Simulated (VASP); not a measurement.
## TaCo under changes of volume

One of the cells (14.733 Å³/atom); the others are scaled copies at fixed shape and fractional positions:

```
CELL_PARAMETERS angstrom
3.08872 0.00000 0.00000
0.00000 3.08872 0.00000
0.00000 0.00000 3.08872
ATOMIC_POSITIONS crystal
Ta 0.00000 0.00000 0.00000
Co 0.50000 0.50000 0.50000
```

The cell comes from a database or a generator and needn't be the stable form of this composition.

- Program: VASP 6.6.1
- Functional: PBEsol
- Potentials or basis: VASP PAW PBE potentials, release 64 (Ta_pv, Co)
- Cutoff: 520 eV
- k mesh: 9 × 9 × 9
- Occupations: fermi-dirac, width 0.05 eV
- Spin: collinear spin, ferromagnetic start
- Starting moments: [0.0, 2.0] μB

| volume (Å³/atom) | energy over the lowest point (meV/atom) | pressure (GPa) | moment (μB per cell) |
| --- | --- | --- | --- |
| 13.578 | 9.52 | 4.8 | 0.72 |
| 13.867 | 0.00 | 1.4 | 1.35 |
| 14.156 | ? | ? | ? |
| 14.733 | 21.27 | -10.1 | 1.71 |
| 15.022 | 42.08 | -13.5 | 1.74 |
| 15.311 | 68.90 | -16.7 | 1.77 |

What does the run at 14.156 Å³/atom give?

Energy over the lowest point 0.09 meV/atom; pressure -2.4 GPa; moment 1.56 μB per cell.

Worked out: A Birch-Murnaghan fit of order 3 (a polynomial in V^(-2/3)) to the other rows has its minimum at 14.03 Å³/atom with B0 = V·E''(V) = 224 GPa and B' = 4.2. It gives -0.60 meV/atom at 14.156 Å³/atom, against the run's 0.09, and -dE/dV = -1.9 GPa, against -2.4. A parabola through the other rows of the moment, of slope 0.828 μB per Å³/atom there, gives 1.48 μB, against the run's 1.56.

Energies are extrapolated to zero smearing.

Caveats: the PAW data sets were made with another functional, which shifts forces and pressure a little.
